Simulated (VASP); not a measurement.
# Si2MoN4 in VASP: work function with PBE

Aim: the work function of Si2MoN4 with PBE.

All numbers are computed with VASP 6.6.1; they aren't measurements. Logs are shortened: lines on timing, memory, paths and dates and some standing lists are left out, and cuts for length are marked.

### Step 1. The sheet as given

The cell holds a sheet with vacuum, 7 atoms: a = 2.891 Å, b = 2.891 Å, c = 23.000 Å, α = 90.00°, β = 90.00°, γ = 120.00°.

The cell was built by a generator and needn't be a form met in nature.

### Step 2. Work function, PBE, non-collinear spin, zero start, spin-orbit coupling

File INCAR:

```
ALGO     = Normal         # electronic algorithm
DIPOL    = 0.5 0.5 0.500
EDIFF    = 1E-6           # SCF threshold, eV
ENCUT    = 520            # plane-wave cutoff, eV
GGA      = PE             # functional
GGA_COMPAT= F            
IDIPOL   = 3            
ISIF     = 2              # what is computed and relaxed
ISMEAR   = 0              # smearing method
KPAR     = 4            
LASPH    = T              # aspherical terms in the spheres
LCHARG   = T              # write CHGCAR
LDIPOL   = T            
LMAXMIX  = 4              # l up to which the mixer works
LORBIT   = 11             # projections on sites
LREAL    = F              # projectors in reciprocal space
LSORBIT  = T              # spin-orbit coupling
LVACPOTAV= T            
LVHAR    = T            
LWAVE    = F              # write WAVECAR
MAGMOM   = 0 0 0 0 0 0 0 0 0 0 0 0 0 0 0 0 0 0 0 0 0 # initial moments
NELM     = 60             # most SCF steps
PREC     = Accurate       # precision mode
SIGMA    = 0.03           # smearing width, eV
```

File KPOINTS:

```
k-points
0
Gamma
  18 18 1
```

File POSCAR:

```
Si2MoN4                                 
1.0
    2.8913654643      0.0000000000      0.0000000000
   -1.4456827322      2.5039959486      0.0000000000
    0.0000000000      0.0000000000     23.0000000000
  N               Si              Mo            
     4     2     1
Direct
     0.3333330000000032    0.6666669999999968    0.3487968335381548
     0.6666669999999968    0.3333330000000032    0.4457843650640355
     0.6666669999999968    0.3333330000000032    0.5542156349359645
     0.3333330000000032    0.6666669999999968    0.6512031664618452
     0.6666669999999968    0.3333330000000032    0.3703461503678612
     0.6666669999999968    0.3333330000000032    0.6296538496321389
     0.0000000000000000    0.0000000000000000    0.5000000000000000
```

Potentials or basis: VASP PAW PBE potentials, release 64 (N, Si, Mo_sv).

Command:

```
> cat potpaw_PBE.64/N/POTCAR potpaw_PBE.64/Si/POTCAR potpaw_PBE.64/Mo_sv/POTCAR > POTCAR
> mpirun -np 4 vasp_ncl > vasp.out
```

OUTCAR:

```text
EDIFF = 1E-6
   ENCUT = 520
   GGA = PE
   ISIF = 2
   ISMEAR = 0
   LASPH = T
   LORBIT = 11
   LREAL = F
   LSORBIT = T
   NELM = 60
   PREC = Accurate

 ion  position               nearest neighbor table
   1  0.333  0.667  0.349-   5 1.74   5 1.74   5 1.74
   2  0.667  0.333  0.446-   5 1.74   7 2.08   7 2.08   7 2.08
   3  0.667  0.333  0.554-   6 1.74   7 2.08   7 2.08   7 2.08
   4  0.333  0.667  0.651-   6 1.74   6 1.74   6 1.74
   5  0.667  0.333  0.370-   2 1.74   1 1.74   1 1.74   1 1.74
   6  0.667  0.333  0.630-   3 1.74   4 1.74   4 1.74   4 1.74
   7  0.000  0.000  0.500-   2 2.08   3 2.08   2 2.08   3 2.08   2 2.08   3 2.08

  LATTYP: Found a hexagonal cell.
 ALAT       =     2.8913654643
 C/A-ratio  =     7.9547190710

  Lattice vectors:

 A1 = (   2.8913654643,   0.0000000000,   0.0000000000)
 A2 = (  -1.4456827322,   2.5039959486,   0.0000000000)
 A3 = (   0.0000000000,   0.0000000000,  23.0000000000)

Analysis of symmetry for initial positions (statically):
=====================================================================
 Subroutine PRICEL returns:
 Original cell was already a primitive cell.

 Routine SETGRP: Setting up the symmetry group for a
 hexagonal supercell.

 Subroutine GETGRP returns: Found 12 space group operations
 (whereof 12 operations were pure point group operations)
 out of a pool of 24 trial point group operations.

The static configuration has the point symmetry D_3h.

Analysis of symmetry for dynamics (positions and initial velocities):
=====================================================================
 Subroutine PRICEL returns:
 Original cell was already a primitive cell.

 Routine SETGRP: Setting up the symmetry group for a
 hexagonal supercell.

 Subroutine GETGRP returns: Found 12 space group operations
 (whereof 12 operations were pure point group operations)
 out of a pool of 24 trial point group operations.

The dynamic configuration has the point symmetry D_3h.

Analysis of structural, dynamic, and magnetic symmetry:
=====================================================================
 Subroutine PRICEL returns:
[... 1473 lines left out ...]
    -1.445682732  2.503995949  0.000000000     0.000000000  0.399361669  0.000000000
     0.000000000  0.000000000 23.000000000     0.000000000  0.000000000  0.043478261

 POSITION                                       TOTAL-FORCE (eV/Angst)
 -----------------------------------------------------------------------------------
     -0.00000      1.66933      8.02233         0.000000     -0.000000     -0.320802
      1.44568      0.83466     10.25304        -0.000000      0.000000      0.151950
      1.44568      0.83466     12.74696        -0.000000      0.000000     -0.151950
     -0.00000      1.66933     14.97767         0.000000      0.000000      0.320802
      1.44568      0.83466      8.51796        -0.000000      0.000000     -0.010273
      1.44568      0.83466     14.48204        -0.000000      0.000000      0.010273
      0.00000      0.00000     11.50000        -0.000000      0.000000      0.000000
 -----------------------------------------------------------------------------------
    total drift:                                0.000215     -0.000124      0.000000

  FREE ENERGIE OF THE ION-ELECTRON SYSTEM (eV)
  ---------------------------------------------------
  free  energy   TOTEN  =       -61.8044124307 eV

  energy  without entropy=      -61.8044124307  energy(sigma->0) =      -61.80441243

 vacuum level on the upper side and lower side of the slab         6.027         6.027

 Spin-Orbit-Coupling matrix elements

 Ion:    1  E_soc:     -0.0000542
 l=   1
     0.0000000    -0.0000091    -0.0000089
    -0.0000091     0.0000000    -0.0000091
    -0.0000089    -0.0000091     0.0000000
 l=   2
     0.0000000     0.0000000     0.0000000     0.0000000     0.0000000
     0.0000000     0.0000000     0.0000000     0.0000000     0.0000000
     0.0000000     0.0000000     0.0000000     0.0000000     0.0000000
     0.0000000     0.0000000     0.0000000     0.0000000     0.0000000
     0.0000000     0.0000000     0.0000000     0.0000000     0.0000000
 l=   3
     0.0000000     0.0000000     0.0000000     0.0000000     0.0000000     0.0000000     0.0000000
     0.0000000     0.0000000     0.0000000     0.0000000     0.0000000     0.0000000     0.0000000
     0.0000000     0.0000000     0.0000000     0.0000000     0.0000000     0.0000000     0.0000000
     0.0000000     0.0000000     0.0000000     0.0000000     0.0000000     0.0000000     0.0000000
[... 109 lines left out ...]
 l=   2
     0.0000000    -0.0003949     0.0000000    -0.0003949    -0.0017846
    -0.0003949     0.0000000    -0.0014684    -0.0003049    -0.0003949
     0.0000000    -0.0014684     0.0000000    -0.0014684     0.0000000
    -0.0003949    -0.0003049    -0.0014684     0.0000000    -0.0003949
    -0.0017846    -0.0003949     0.0000000    -0.0003949     0.0000000
 l=   3
     0.0000000     0.0000000     0.0000000     0.0000000     0.0000000     0.0000000     0.0000000
     0.0000000     0.0000000     0.0000000     0.0000000     0.0000000     0.0000000     0.0000000
     0.0000000     0.0000000     0.0000000     0.0000000     0.0000000     0.0000000     0.0000000
     0.0000000     0.0000000     0.0000000     0.0000000     0.0000000     0.0000000     0.0000000
     0.0000000     0.0000000     0.0000000     0.0000000     0.0000000     0.0000000     0.0000000
     0.0000000     0.0000000     0.0000000     0.0000000     0.0000000     0.0000000     0.0000000
     0.0000000     0.0000000     0.0000000     0.0000000     0.0000000     0.0000000     0.0000000

 total charge

# of ion       s       p       d       tot
------------------------------------------
    1        1.227   2.696   0.000   3.923
    2        1.244   2.574   0.000   3.818
    3        1.244   2.574   0.000   3.818
    4        1.227   2.696   0.000   3.923
    5        0.685   0.978   0.000   1.663
    6        0.685   0.978   0.000   1.663
    7        2.318   6.302   3.942  12.563
--------------------------------------------------
tot          8.629  18.799   3.942  31.370

 magnetization (x)

# of ion       s       p       d       tot
------------------------------------------
    1       -0.000   0.000   0.000   0.000
    2       -0.000  -0.000   0.000  -0.000
    3        0.000   0.000   0.000   0.000
    4        0.000  -0.000   0.000  -0.000
    5        0.000   0.000   0.000   0.000
    6        0.000   0.000   0.000   0.000
    7       -0.000  -0.000   0.000  -0.000
--------------------------------------------------
tot         -0.000  -0.000   0.000  -0.000

 magnetization (y)

# of ion       s       p       d       tot
------------------------------------------
    1        0.000   0.000   0.000   0.000
    2        0.000   0.000   0.000   0.000
    3        0.000  -0.000   0.000  -0.000
    4        0.000   0.000   0.000   0.000
    5        0.000   0.000   0.000   0.000
    6        0.000   0.000   0.000   0.000
    7       -0.000  -0.000   0.000   0.000
--------------------------------------------------
tot          0.000  -0.000   0.000   0.000

 magnetization (z)

# of ion       s       p       d       tot
------------------------------------------
    1       -0.000  -0.000   0.000  -0.000
    2        0.000   0.000   0.000   0.000
    3        0.000   0.000   0.000   0.000
    4        0.000  -0.000   0.000  -0.000
    5       -0.000  -0.000   0.000  -0.000
    6       -0.000  -0.000   0.000  -0.000
    7        0.000   0.000   0.000   0.000
--------------------------------------------------
tot          0.000   0.000   0.000   0.000
```

OSZICAR:

```text
N       E                     dE             d eps       ncg     rms          rms(c)
DAV:   1     0.379307320705E+03    0.37931E+03   -0.22043E+04  7464   0.146E+03
DAV:   2    -0.339331374100E+02   -0.41324E+03   -0.40555E+03  8376   0.372E+02
DAV:   3    -0.704487285285E+02   -0.36516E+02   -0.36246E+02  7570   0.112E+02
[... 18 lines left out ...]
DAV:  22    -0.618043933256E+02   -0.13003E-04   -0.68758E-07  5158   0.313E-03    0.785E-04
DAV:  23    -0.618044033558E+02   -0.10030E-04   -0.36523E-07  4864   0.211E-03    0.661E-04
DAV:  24    -0.618044107549E+02   -0.73991E-05   -0.40340E-07  5006   0.224E-03    0.344E-04
DAV:  25    -0.618044118712E+02   -0.11162E-05   -0.40858E-08  3946   0.115E-03    0.222E-04
DAV:  26    -0.618044124307E+02   -0.55952E-06   -0.22131E-08  3808   0.570E-04
   1 F= -.61804412E+02 E0= -.61804412E+02  d E =-.174037E-33  mag=    -0.0000     0.0000     0.0000
```

stdout:

```text
POSCAR found type information on POSCAR N SiMo
 POSCAR found :  3 types and       7 ions
 scaLAPACK will be used
 LDA part: xc-table for (Slater+PW92), standard interpolation
 POSCAR, INCAR and KPOINTS ok, starting setup
 FFT: planning ... GRIDC
 FFT: planning ... GRID_SOFT
 FFT: planning ... GRID
 WAVECAR not read
 entering main loop
 -----------------------------------------------------------------------------
|                                                                             |
|           W    W    AA    RRRRR   N    N  II  N    N   GGGG   !!!           |
|           W    W   A  A   R    R  NN   N  II  NN   N  G    G  !!!           |
|           W    W  A    A  R    R  N N  N  II  N N  N  G       !!!           |
|           W WW W  AAAAAA  RRRRR   N  N N  II  N  N N  G  GGG   !            |
|           WW  WW  A    A  R   R   N   NN  II  N   NN  G    G                |
|           W    W  A    A  R    R  N    N  II  N    N   GGGG   !!!           |
|                                                                             |
|     Did not find any points to average over, which means that no vacuum     |
|     field-free region was found. Please increase the size of  your cell     |
|     in the dimension of the dipole correction to obtain accurate            |
|     workfunction values.                                                    |
|                                                                             |
 -----------------------------------------------------------------------------
```

It took 6.6 min on 4 MPI ranks of Intel Xeon 6975P-C (Granite Rapids), shared host; peak memory 1.3 GiB.

Results:

```yaml
Free_energy: -61.8044 eV
Largest_force: 0.321 eV/Å
Net_moment: 0.00 μB per cell
Valence_electrons_inside_the_program's_atomic_spheres: N 3.92, 3.82; Si 1.66; Mo 12.56
Work_function_of_the_upper_face: 5.05 eV
Work_function_of_the_lower_face: 5.05 eV
```

Forces on the atoms (eV/Å):
```
N    0.000  0.000 -0.321
N    0.000  0.000  0.152
N    0.000  0.000 -0.152
N    0.000  0.000  0.321
Si   0.000  0.000 -0.010
Si   0.000  0.000  0.010
Mo   0.000  0.000  0.000
```

Moments on the atoms (μB; x, y, z):
```
N   0.00 0.00 0.00
N   0.00 0.00 0.00
N   0.00 0.00 0.00
N   0.00 0.00 0.00
Si  0.00 0.00 0.00
Si  0.00 0.00 0.00
Mo  0.00 0.00 0.00
```
